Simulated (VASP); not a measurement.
Level of theory: PBE GGA, VASP's PBE PAW potentials (set 64) (plane waves; VASP).

VASP input:

KPOINTS:
```
Automatic mesh
0
Gamma
4 4 1
0 0 0
```

### INCAR
```
ENCUT = 400
PREC = Accurate
LASPH = .True.
NELM = 100
LCHARG = .False.
GGA = PE   # PBE
SYSTEM = PbO
LWAVE = .False.
EDIFF = 1E-6
ALGO = Normal   # blocked Davidson
LMAXMIX = 4
ISIF = 2   # forces and stress, cell fixed
ISMEAR = 0   # Gaussian
SIGMA = 0.1
LREAL = .False.   # projection in real space or not
```

**POSCAR**
```
PbO
1
    3.9625180000     0.0000000000     0.0000000000
    0.0000000000     3.9625180000     0.0000000000
    0.0000000000     0.0000000000    16.3659340000
Pb O
2 2
Direct
  0.5000000000   0.0000000000   0.5722820000
  0.0000000000   0.5000000000   0.4277180000
  0.0000000000   0.0000000000   0.5000000000
  0.5000000000   0.5000000000   0.5000000000
```

POTCAR, in this order: Pb_d O (PBE.64 set). Program: vasp_std.

At this cut-off the stress carries a Pulay error, which pulls relaxed volumes low. The cell holds a wide vacuum, so values per volume refer to the whole cell. Unless said otherwise, spin-orbit coupling is left out, though it shifts the bands of the heavy elements here.

### Question
Predict the energy per atom (σ→0), largest force, band gap (on the k-mesh).

### Answer

```
Property                            Value
------------------------  ---------------
energy per atom (σ→0)      -5.359 eV/atom
band gap (on the k-mesh)          2.63 eV
largest force             0.01519 Ha/bohr
```

OSZICAR:
```
...
DAV:  15    -0.214359646843E+02   -0.11739E-03   -0.23303E-04   400   0.126E-01    0.178E-02
DAV:  16    -0.214362861117E+02   -0.32143E-03   -0.23666E-04   440   0.163E-01    0.296E-02
DAV:  17    -0.214363409016E+02   -0.54790E-04   -0.10438E-04   432   0.951E-02    0.502E-03
DAV:  18    -0.214364800306E+02   -0.13913E-03   -0.39113E-05   360   0.411E-02    0.624E-03
DAV:  19    -0.214364878281E+02   -0.77975E-05   -0.32587E-06   288   0.188E-02    0.221E-03
DAV:  20    -0.214364938826E+02   -0.60545E-05   -0.18344E-06   232   0.100E-02    0.858E-04
DAV:  21    -0.214364942289E+02   -0.34631E-06   -0.36152E-07   248   0.708E-03
   1 F= -.21436494E+02 E0= -.21436494E+02  d E =-.711181E-11
```

The cell is a sheet with vacuum, built from a generated structure.
